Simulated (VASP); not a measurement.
All values below come from r2SCAN meta-GGA, VASP's PBE PAW potentials (set 64) (plane waves; VASP).

VASP input:

File KPOINTS:
```
Automatic mesh
0
G
13 13 13
0 0 0
```

**KPOINTS_OPT**
```
k-points along high-symmetry lines
10
Line-mode
Reciprocal
  0.000000   0.000000   0.000000 ! GAMMA
  0.000000   0.500000   0.000000 ! X

  0.000000   0.500000   0.000000 ! X
  0.500000   0.500000   0.000000 ! M

  0.500000   0.500000   0.000000 ! M
  0.000000   0.000000   0.000000 ! GAMMA

  0.000000   0.000000   0.000000 ! GAMMA
  0.500000   0.500000   0.500000 ! R

  0.500000   0.500000   0.500000 ! R
  0.000000   0.500000   0.000000 ! X

  0.500000   0.500000   0.500000 ! R
  0.500000   0.500000   0.000000 ! M
```

### INCAR
```
# general
SYSTEM  = MnS
PREC    = Accurate
ENCUT   = 400   # plane-wave cut-off (eV)
LREAL   = .FALSE.
LASPH   = .TRUE.   # aspherical one-centre terms

# electronic loop
EDIFF   = 1E-7   # SCF stop (eV)
NELM    = 100   # most electronic steps
ALGO    = Normal   # blocked Davidson
LMAXMIX = 4   # l cut-off of mixed one-centre charges
LMIXTAU = .TRUE.

# smearing
ISMEAR  = -5   # tetrahedra, Bloechl

# functional
METAGGA = R2SCAN

# spin
ISPIN   = 2
MAGMOM  = 4.4 0.2

# ions
ISIF    = 2   # forces and stress, cell fixed

# output
LWAVE   = .FALSE.
LCHARG  = .FALSE.
LORBIT  = 11   # lm-projected
NEDOS   = 601   # DOS grid
```

### POSCAR
```
MnS
1
    3.2230554812     0.0000000000     0.0000000000
    0.0000000000     3.2230554812     0.0000000000
    0.0000000000     0.0000000000     3.2230554812
Mn S
1 1
Direct
  0.0000000000   0.0000000000   0.0000000000
  0.5000000000   0.5000000000   0.5000000000
```

POTCAR, in this order: Mn_pv S (PBE.64 set). Program: vasp_std.

The resulting files:

### OUTCAR
```
 ion  position               nearest neighbor table
   1  0.000  0.000  0.000-   2 2.79   2 2.79   2 2.79   2 2.79   2 2.79   2 2.79   2 2.79   2 2.79
  LATTYP: Found a simple cubic cell.
 ALAT       =     3.2230554812
 Subroutine PRICEL returns:
 Original cell was already a primitive cell.
 Subroutine GETGRP returns: Found 48 space group operations
The static configuration has the point symmetry O_h .
The dynamic configuration has the point symmetry O_h .
The overall configuration has the point symmetry O_h .
 Subroutine INISYM returns: Found 48 space group operations
 Subroutine IBZKPT returns following result:
 Found     84 irreducible k-points:

 Following reciprocal coordinates:
            Coordinates               Weight
  0.000000  0.000000  0.000000      1.000000
  0.076923  0.000000  0.000000      6.000000
  0.153846  0.000000  0.000000      6.000000
  0.230769  0.000000  0.000000      6.000000
  0.307692  0.000000  0.000000      6.000000
  0.384615  0.000000  0.000000      6.000000
  0.461538  0.000000  0.000000      6.000000
  0.076923  0.076923  0.000000     12.000000
  0.153846  0.076923  0.000000     24.000000
  0.230769  0.076923  0.000000     24.000000
  0.307692  0.076923  0.000000     24.000000
  0.384615  0.076923  0.000000     24.000000
  0.461538  0.076923  0.000000     24.000000
  0.153846  0.153846  0.000000     12.000000
  0.230769  0.153846  0.000000     24.000000
  0.307692  0.153846  0.000000     24.000000
  0.384615  0.153846  0.000000     24.000000
  0.461538  0.153846  0.000000     24.000000
  0.230769  0.230769  0.000000     12.000000
  0.307692  0.230769  0.000000     24.000000
  0.384615  0.230769  0.000000     24.000000
  0.461538  0.230769  0.000000     24.000000
  0.307692  0.307692  0.000000     12.000000
  0.384615  0.307692  0.000000     24.000000
...
```

OSZICAR:
```
       N       E                     dE             d eps       ncg     rms          rms(c)
DAV:   1     0.114085505176E+03    0.11409E+03   -0.96207E+03  5215   0.113E+03
DAV:   2    -0.225440730222E+02   -0.13663E+03   -0.13073E+03  5439   0.318E+02
DAV:   3    -0.283213881335E+02   -0.57773E+01   -0.57186E+01  6000   0.721E+01
DAV:   4    -0.283943905300E+02   -0.73002E-01   -0.72950E-01  5797   0.843E+00
DAV:   5    -0.283957966029E+02   -0.14061E-02   -0.14051E-02  6148   0.119E+00    0.117E+01
DAV:   6    -0.233696233586E+02    0.50262E+01   -0.14324E+01  5236   0.509E+01    0.147E+01
DAV:   7    -0.236802518714E+02   -0.31063E+00   -0.16759E+00  5103   0.182E+01    0.768E+00
DAV:   8    -0.236773331566E+02    0.29187E-02   -0.12545E-01  5740   0.355E+00    0.428E+00
DAV:   9    -0.236835238100E+02   -0.61907E-02   -0.11698E-01  5537   0.334E+00    0.863E-01
DAV:  10    -0.236844433041E+02   -0.91949E-03   -0.15524E-02  5376   0.106E+00    0.409E-01
DAV:  11    -0.236843986023E+02    0.44702E-04   -0.24575E-03  5551   0.409E-01    0.140E-01
DAV:  12    -0.236846372477E+02   -0.23865E-03   -0.36825E-04  5341   0.158E-01    0.805E-02
DAV:  13    -0.236846203459E+02    0.16902E-04   -0.30301E-05  5635   0.595E-02    0.475E-02
DAV:  14    -0.236846624945E+02   -0.42149E-04   -0.17981E-05  5292   0.469E-02    0.200E-02
DAV:  15    -0.236846460196E+02    0.16475E-04   -0.41708E-06  5726   0.260E-02    0.421E-03
DAV:  16    -0.236846457017E+02    0.31785E-06   -0.42059E-07  5551   0.641E-03    0.119E-03
DAV:  17    -0.236846460532E+02   -0.35146E-06   -0.22408E-08  3465   0.136E-03    0.614E-04
DAV:  18    -0.236846451548E+02    0.89838E-06   -0.13121E-08  2793   0.949E-04    0.532E-04
DAV:  19    -0.236846453769E+02   -0.22212E-06   -0.39800E-09  2772   0.556E-04    0.676E-05
DAV:  20    -0.236846454682E+02   -0.91288E-07   -0.69560E-10  2716   0.242E-04
   1 F= -.23684645E+02 E0= -.23684645E+02  d E =0.000000E+00  mag=     4.9330
       N       E                     dE             ncg
```

### OUTCAR
```
------------------------ aborting loop because EDIFF is reached ----------------------------------------
  FORCE on cell =-STRESS in cart. coord.  units (eV):
  Direction    XX          YY          ZZ          XY          YZ          ZX
  --------------------------------------------------------------------------------------
  Total        0.0714430      0.0714430      0.0714430      0.0000000      0.0000000     -0.0000000
  in kB        3.4187488      3.4187488      3.4187488      0.0000000      0.0000000     -0.0000000
  external PRESSURE =       3.4187488 kB  Pullay stress =       0.0000000 kB
  volume of cell :       33.48
      direct lattice vectors                 reciprocal lattice vectors
     3.223055481  0.000000000  0.000000000     0.310264594  0.000000000  0.000000000
     0.000000000  3.223055481  0.000000000     0.000000000  0.310264594  0.000000000
     0.000000000  0.000000000  3.223055481     0.000000000  0.000000000  0.310264594
 POSITION                                       TOTAL-FORCE (eV/Angst)
 -----------------------------------------------------------------------------------
      0.00000      0.00000      0.00000         0.000000      0.000000      0.000000
      1.61153      1.61153      1.61153         0.000000      0.000000      0.000000
 -----------------------------------------------------------------------------------
    total drift:                               -0.000000      0.000000     -0.000000
  FREE ENERGIE OF THE ION-ELECTRON SYSTEM (eV)
  ---------------------------------------------------
  free  energy   TOTEN  =       -23.6846454682 eV

  energy  without entropy=      -23.6846454682  energy(sigma->0) =      -23.68464547

 total charge

# of ion       s       p       d       tot
------------------------------------------
    1        0.190   6.131   4.902  11.223
    2        1.338   2.421   0.000   3.759
--------------------------------------------------
tot          1.528   8.552   4.902  14.983

 magnetization (x)

# of ion       s       p       d       tot
------------------------------------------
    1        0.033   0.032   4.378   4.443
    2        0.032   0.140   0.000   0.172
--------------------------------------------------
tot          0.065   0.172   4.378   4.615
```
(Selected blocks of OUTCAR.)

### OUTCAR
```
 val. band max:        7.4292931643   @ k =   0.4615   0.0000   0.0000

 cond. band min:       7.1877762435   @ k =   0.4615   0.4615   0.1538


 Fermi energy:         7.2337489345

 spin component 1

 k-point     1 :       0.0000    0.0000    0.0000
  band No.  band energies     occupation
      1     -46.2184      1.00000
      2     -46.2184      1.00000
      3     -46.2184      1.00000
      4      -8.0234      1.00000
      5       2.4748      1.00000
      6       2.4748      1.00000
      7       3.5938      1.00000
      8       3.5938      1.00000
      9       3.5938      1.00000
     10       5.4587      1.00000
     11       5.4587      1.00000
     12       5.4587      1.00000
     13       8.2035      0.00000
     14      14.0881      0.00000
     15      14.0881      0.00000

 k-point     2 :       0.0769    0.0000    0.0000
  band No.  band energies     occupation
      1     -46.2194      1.00000
      2     -46.2183      1.00000
      3     -46.2183      1.00000
      4      -7.9651      1.00000
      5       2.4406      1.00000
      6       2.4868      1.00000
      7       3.5100      1.00000
      8       3.5100      1.00000
      9       3.5974      1.00000
     10       4.9706      1.00000
     11       5.5909      1.00000
     12       5.5909      1.00000
     13       8.6354      0.00000
     14      14.1066      0.00000
     15      14.3464      0.00000

 k-point     3 :       0.1538    0.0000    0.0000
  band No.  band energies     occupation
      1     -46.2228      1.00000
      2     -46.2180      1.00000
      3     -46.2180      1.00000
      4      -7.7958      1.00000
      5       2.2176      1.00000
      6       2.5204      1.00000
      7       3.3169      1.00000
      8       3.3169      1.00000
      9       3.6074      1.00000
     10       4.1947      1.00000
     11       5.9249      1.00000
     12       5.9249      1.00000
     13       9.3787      0.00000
...
```

The moments were started parallel, and other spin orders were not tried in this run. For a metal the tetrahedron method with Blöchl corrections gives inexact stress and forces.

The structure was generated: MnS was put into the CsCl type type (Pm-3m), which need not be its known phase. It was relaxed first.
